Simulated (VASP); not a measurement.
Data:

```yaml
crystal:
  lattice:
    - [-1.61837, 1.61837, 2.50638]
    - [1.61837, -1.61837, 2.50638]
    - [1.61837, 1.61837, -2.50638]
  atoms:
    - { symbol: In, position: [0.00000, 0.00000, 0.00000] }
```

Computed with r2SCAN meta-GGA, VASP's PBE PAW potentials (set 64) (plane waves; VASP). Run with 520 eV cut-off, 18×18×18 Γ-centred mesh, tetrahedra with Blöchl corrections, potentials In_d.

Unless said otherwise, spin-orbit coupling is left out, though it shifts the bands of the heavy elements here.

Task: What does the run give for the energy per atom (σ→0), band gap (over mesh and band path) with the smallest direct gap where there is one?

Result: 
* **band gap (over mesh and band path)**: none (metal, semimetal or under 0.01 eV)
* **energy per atom (σ→0)**: -22.574 eV/atom

Only differences to runs with the same potentials and settings are physical.

The compound is In in the bct structure. It was relaxed first.
